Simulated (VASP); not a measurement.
Output of a VASP run:

### OSZICAR
```
...
DAV:   1    -0.313542767772E+02   -0.26690E-01   -0.18107E+00  1218   0.342E+01    0.131E+00
DAV:   2    -0.313436860494E+02    0.10591E-01   -0.50607E-02  1483   0.382E+00    0.364E-01
DAV:   3    -0.313409086473E+02    0.27774E-02   -0.62663E-03  1563   0.120E+00    0.251E-01
DAV:   4    -0.313404846226E+02    0.42402E-03   -0.15152E-03  1431   0.350E-01    0.888E-02
DAV:   5    -0.313404445662E+02    0.40056E-04   -0.22784E-04  1515   0.326E-01    0.841E-02
DAV:   6    -0.313404533164E+02   -0.87502E-05   -0.29386E-05  1474   0.624E-02    0.152E-02
DAV:   7    -0.313404517265E+02    0.15899E-05   -0.15780E-06   612   0.235E-02    0.424E-03
DAV:   8    -0.313404516171E+02    0.10944E-06   -0.55358E-07   516   0.236E-02
   6 F= -.31340452E+02 E0= -.31307711E+02  d E =-.128643E-01
       N       E                     dE             d eps       ncg     rms          rms(c)
DAV:   1    -0.313429674553E+02   -0.25157E-02   -0.22453E-01  1218   0.120E+01    0.473E-01
DAV:   2    -0.313416780526E+02    0.12894E-02   -0.62194E-03  1485   0.134E+00    0.129E-01
DAV:   3    -0.313413316450E+02    0.34641E-03   -0.77493E-04  1548   0.422E-01    0.844E-02
DAV:   4    -0.313412816211E+02    0.50024E-04   -0.17427E-04  1430   0.117E-01    0.312E-02
DAV:   5    -0.313412779845E+02    0.36367E-05   -0.27710E-05  1463   0.114E-01    0.303E-02
DAV:   6    -0.313412798535E+02   -0.18690E-05   -0.18579E-06   647   0.213E-02    0.659E-03
DAV:   7    -0.313412795912E+02    0.26228E-06   -0.48717E-07   519   0.327E-02
   7 F= -.31341280E+02 E0= -.31308091E+02  d E =-.136923E-01
       N       E                     dE             d eps       ncg     rms          rms(c)
DAV:   1    -0.313412892941E+02   -0.94406E-05   -0.13243E-03  1229   0.908E-01    0.364E-02
DAV:   2    -0.313412815967E+02    0.76973E-05   -0.36612E-05  1414   0.104E-01    0.106E-02
DAV:   3    -0.313412791443E+02    0.24524E-05   -0.16363E-06   497   0.337E-02    0.125E-02
DAV:   4    -0.313412789548E+02    0.18949E-06   -0.44265E-06   953   0.234E-02
   8 F= -.31341279E+02 E0= -.31308136E+02  d E =-.136917E-01
       N       E                     dE             d eps       ncg     rms          rms(c)
DAV:   1    -0.313417631909E+02   -0.48405E-03   -0.50287E-02  1156   0.954E+00    0.620E-01
DAV:   2    -0.313412748670E+02    0.48832E-03   -0.11262E-03  1407   0.624E-01    0.245E-01
DAV:   3    -0.313410907453E+02    0.18412E-03   -0.47569E-04  1416   0.417E-01    0.431E-02
DAV:   4    -0.313410894509E+02    0.12943E-05   -0.89661E-06  1317   0.287E-02    0.288E-02
DAV:   5    -0.313410854562E+02    0.39947E-05   -0.37923E-06   720   0.610E-02    0.191E-02
DAV:   6    -0.313410847555E+02    0.70075E-06   -0.69038E-07   456   0.208E-02
   9 F= -.31341085E+02 E0= -.31307658E+02  d E =0.194199E-03
       N       E                     dE             d eps       ncg     rms          rms(c)
DAV:   1    -0.313416475882E+02   -0.56213E-03   -0.23926E-02  1156   0.656E+00    0.431E-01
DAV:   2    -0.313414162890E+02    0.23130E-03   -0.54651E-04  1416   0.434E-01    0.170E-01
DAV:   3    -0.313413352907E+02    0.80998E-04   -0.22685E-04  1415   0.289E-01    0.297E-02
DAV:   4    -0.313413367293E+02   -0.14387E-05   -0.37237E-06   975   0.195E-02    0.179E-02
DAV:   5    -0.313413385141E+02   -0.17848E-05   -0.19470E-06   584   0.500E-02    0.169E-02
DAV:   6    -0.313413389964E+02   -0.48234E-06   -0.49543E-07   423   0.239E-02
  10 F= -.31341339E+02 E0= -.31308107E+02  d E =-.600416E-04
```

OUTCAR:
```
------------------------ aborting loop because EDIFF is reached ----------------------------------------
  FORCE on cell =-STRESS in cart. coord.  units (eV):
  Direction    XX          YY          ZZ          XY          YZ          ZX
  --------------------------------------------------------------------------------------
  Total       -0.0104038     -0.0104038      0.0146446     -0.0000000      0.0000000     -0.0000000
  in kB       -0.2735080     -0.2735079      0.3849965     -0.0000000      0.0000000     -0.0000000
  external PRESSURE =      -0.0540064 kB  Pullay stress =       0.0000000 kB
  volume of cell :       60.94
      direct lattice vectors                 reciprocal lattice vectors
     3.682261413 -0.000000024  0.000000000     0.271572246  0.156792300 -0.000000000
    -1.841130249  3.188931328  0.000000000     0.000000002  0.313584678 -0.000000000
     0.000000000 -0.000000000  5.190057029    -0.000000000 -0.000000000  0.192676110
 POSITION                                       TOTAL-FORCE (eV/Angst)
 -----------------------------------------------------------------------------------
      0.00000     -0.00000      0.00000         0.000000      0.000000     -0.000000
      0.00000     -0.00000      2.59503         0.000000      0.000000     -0.000000
     -0.00000      2.12596      1.29751         0.000000      0.000000     -0.000000
      1.84113      1.06298      3.89254        -0.000000     -0.000000      0.000000
 -----------------------------------------------------------------------------------
    total drift:                                0.000000     -0.000000      0.000000
  FREE ENERGIE OF THE ION-ELECTRON SYSTEM (eV)
  ---------------------------------------------------
  free  energy   TOTEN  =       -31.3413389964 eV

  energy  without entropy=      -31.2748742932  energy(sigma->0) =      -31.30810664

 reached required accuracy - stopping structural energy minimisation
```
(Selected blocks of OUTCAR.)

POSCAR:
```
ReS
1
    3.8481870000     0.0000000000     0.0000000000
   -1.9240930000     3.3326270000     0.0000000000
    0.0000000000     0.0000000000     5.3634300000
Re S
2 2
Direct
  0.0000000000   0.0000000000   0.0000000000
  0.0000000000   0.0000000000   0.5000000000
  0.3333330000   0.6666670000   0.2500000000
  0.6666670000   0.3333330000   0.7500000000
```

Question: Write an INCAR and KPOINTS that could have produced this output.

Answer: This is not unique; one that fits is the input of the run itself, PBE GGA, plane waves, VASP's PBE PAW potentials (set 64).

File KPOINTS:
```
K-points
0
G
7 7 4
```

### INCAR
```
! general
SYSTEM =ReS
PREC   =Accurate
ENCUT  =300
LREAL  =.FALSE.   ! projection in real space or not
LASPH  =.TRUE.

! electronic loop
EDIFF  =1E-6   ! SCF stop (eV)
NELM   =100   ! most electronic steps
ALGO   =Normal
LMAXMIX=6   ! l cut-off of mixed one-centre charges

! smearing
ISMEAR =-1   ! Fermi-Dirac
SIGMA  =0.1

! functional
GGA    =PE

! ions
IBRION =2
NSW    =50   ! most ionic steps
ISIF   =3
EDIFFG =-0.01

! output
LWAVE  =.FALSE.
LCHARG =.FALSE.
```

POTCAR, in this order: Re S (PBE.64 set). Program: vasp_std.

At this cut-off the stress carries a Pulay error, which pulls relaxed volumes low. Energy and stress use the plane-wave basis of the starting cell.

The structure was generated: ReS was put into an ordered model structure, which need not be its known phase. This run relaxes it. Symmetry was kept, so distortions that lower it aren't found. The k-mesh is coarse (spacing up to 0.30 per Å, 2π included), so the numbers may not be converged in it. The run is one of a series of settings (EDIFFG = -0.01, IBRION = 2, ISIF = 3, NSW = 50 against the base run), some of them coarse on purpose.
